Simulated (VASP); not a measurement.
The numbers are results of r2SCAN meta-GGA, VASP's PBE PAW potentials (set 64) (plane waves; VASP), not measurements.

VASP input:

KPOINTS:
```
Automatic mesh
0
Gamma
3 3 3
0 0 0
```

File POSCAR:
```
CsSnI3
1
    6.2409212463    -0.0000000000    -0.0000000000
   -0.0000000000     6.2409212463    -0.0000000000
    0.0000000000     0.0000000000     6.2409212463
Cs Sn I
1 1 3
Direct
  0.0000000000   0.0000000000   0.0000000000
  0.5000000000   0.5000000000   0.5000000000
  0.5000000000   0.0000000000   0.5000000000
  0.0000000000   0.5000000000   0.5000000000
  0.5000000000   0.5000000000   0.0000000000
```

INCAR:
```
SYSTEM = CsSnI3
PREC = Accurate
ENCUT = 400
EDIFF = 1E-6
NELM = 100
ALGO = Normal
LREAL = .FALSE.
LASPH = .TRUE.
ISMEAR = 0
SIGMA = 0.05
METAGGA = R2SCAN
LMIXTAU = .TRUE.
LMAXMIX = 4
LWAVE = .FALSE.
LCHARG = .FALSE.
IBRION = 2
ISIF = 3
NSW = 60
EDIFFG = -0.02
```

POTCAR, in this order: Cs_sv Sn_d I (PBE.64 set). Program: vasp_std.

### Question
What will the output report for the number of irreducible k-points (NKPTS), largest plane-wave count, number of space-group operations, FFT grid (NGX, NGY, NGZ)?

### Answer

- number of irreducible k-points (NKPTS) = 4
- largest plane-wave count = 4438
- number of space-group operations = 48
- FFT grid (NGX, NGY, NGZ) = 42 × 42 × 42

The compound is CsSnI3 in the cubic perovskite structure, the ideal cubic form; the compound distorts at low or room temperature. This run relaxes it. Symmetry was kept, so distortions that lower it aren't found. The start is the result of an earlier pass.
